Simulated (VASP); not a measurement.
These are PBE GGA, VASP's PBE PAW potentials (set 64) (plane waves; VASP) values and carry that method's errors.

A VASP calculation is set up with these files.

**POSCAR**
```
FeAl
1
    2.9100000000     0.0000000000     0.0000000000
    0.0000000000     2.9100000000     0.0000000000
    0.0000000000     0.0000000000     2.9100000000
Al Fe
1 1
Direct
  0.5000000000   0.5000000000   0.5000000000
  0.0000000000   0.0000000000   0.0000000000
```

File KPOINTS:
```
Automatic mesh
0
Gamma
11 11 11
0 0 0
```

### INCAR
```
# general
SYSTEM =FeAl
PREC   =Accurate
ENCUT  =400
LREAL  =.FALSE.
LASPH  =.TRUE.

# electronic loop
EDIFF  =1E-6
NELM   =100
ALGO   =Normal
LMAXMIX=4

# smearing
ISMEAR =-4

# functional
GGA    =PE

# ions
ISIF   =2

# output
LWAVE  =.FALSE.
LCHARG =.FALSE.
```

POTCAR, in this order: Al Fe (PBE.64 set). Program: vasp_std.

Output of the run:

OSZICAR:
```
       N       E                     dE             d eps       ncg     rms          rms(c)
DAV:   1     0.243952056944E+02    0.24395E+02   -0.42479E+03  1016   0.986E+02
DAV:   2    -0.135041051232E+02   -0.37899E+02   -0.36718E+02  1025   0.165E+02
DAV:   3    -0.144986013017E+02   -0.99450E+00   -0.98109E+00  1213   0.355E+01
DAV:   4    -0.145183059519E+02   -0.19705E-01   -0.19681E-01  1343   0.450E+00
DAV:   5    -0.145186124292E+02   -0.30648E-03   -0.30646E-03  1231   0.464E-01    0.136E+01
DAV:   6    -0.169756135073E+02   -0.24570E+01   -0.80834E+01  1148   0.137E+02    0.196E+01
DAV:   7    -0.125874078490E+02    0.43882E+01   -0.40897E+01  1128   0.855E+01    0.254E+00
DAV:   8    -0.125623629231E+02    0.25045E-01   -0.22384E-01  1121   0.547E+00    0.150E+00
DAV:   9    -0.125492491136E+02    0.13114E-01   -0.47415E-02  1198   0.327E+00    0.379E-01
DAV:  10    -0.125488487066E+02    0.40041E-03   -0.89715E-04  1209   0.372E-01    0.158E-01
DAV:  11    -0.125488313722E+02    0.17334E-04   -0.26030E-05  1109   0.531E-02    0.103E-02
DAV:  12    -0.125488304825E+02    0.88969E-06   -0.47587E-06   972   0.286E-02
   1 F= -.12548830E+02 E0= -.12548830E+02  d E =0.000000E+00
```

File OUTCAR:
```
------------------------ aborting loop because EDIFF is reached ----------------------------------------
  FORCE on cell =-STRESS in cart. coord.  units (eV):
  Direction    XX          YY          ZZ          XY          YZ          ZX
  --------------------------------------------------------------------------------------
  Total       -1.0679511     -1.0679511     -1.0679511     -0.0000000     -0.0000000      0.0000000
  in kB      -69.4357251    -69.4357251    -69.4357251     -0.0000000     -0.0000000      0.0000000
  external PRESSURE =     -69.4357251 kB  Pullay stress =       0.0000000 kB
  volume of cell :       24.64
      direct lattice vectors                 reciprocal lattice vectors
     2.910000000  0.000000000  0.000000000     0.343642612  0.000000000  0.000000000
     0.000000000  2.910000000  0.000000000     0.000000000  0.343642612  0.000000000
     0.000000000  0.000000000  2.910000000     0.000000000  0.000000000  0.343642612
 POSITION                                       TOTAL-FORCE (eV/Angst)
 -----------------------------------------------------------------------------------
      1.45500      1.45500      1.45500         0.000000      0.000000      0.000000
      0.00000      0.00000      0.00000         0.000000      0.000000      0.000000
 -----------------------------------------------------------------------------------
    total drift:                                0.000000      0.000000      0.000000
  FREE ENERGIE OF THE ION-ELECTRON SYSTEM (eV)
  ---------------------------------------------------
  free  energy   TOTEN  =       -12.5488304825 eV

  energy  without entropy=      -12.5488304825  energy(sigma->0) =      -12.54883048
```
(Selected blocks of OUTCAR.)

The compound is FeAl in the CsCl type structure. The cell was not relaxed at this level. The run is one of a series of settings (ISMEAR = -4, SIGMA removed against the base run), some of them coarse on purpose. The run is not spin-polarised, so no magnetic state was tried. The electron count is odd and the run is not spin-polarised, which forces a metal.
